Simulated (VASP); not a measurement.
Data:

```yaml
crystal:
  lattice:
    - [0.00000, 3.31722, 3.31722]
    - [3.31722, 0.00000, 3.31722]
    - [3.31722, 3.31722, 0.00000]
  atoms:
    - { symbol: Mg, position: [0.25000, 0.25000, 0.25000] }
    - { symbol: Mg, position: [0.75000, 0.75000, 0.75000] }
    - { symbol: Sn, position: [0.00000, 0.00000, 0.00000] }
```

Computed with optB88-vdW, VASP's PBE PAW potentials (set 64) (plane waves; VASP 6.6.1). Run with 520 eV cut-off, 8×8×8 Γ-centred mesh, first-order Methfessel-Paxton smearing of 0.10 eV, potentials Mg Sn_d.

Unless said otherwise, spin-orbit coupling is left out, though it shifts the bands of the heavy elements here.

**Question.** Predict the energy per atom (σ→0), pressure, band gap (on the k-mesh) with the smallest direct gap where there is one.

**Answer.** 
band gap (on the k-mesh): none (metal, semimetal or under 0.01 eV)
energy per atom (σ→0): -0.385 eV/atom
pressure: 2.95 GPa

The compound is Mg2Sn in the antifluorite structure. This cell is one point of a volume scan, at 0.94 of the reference volume.
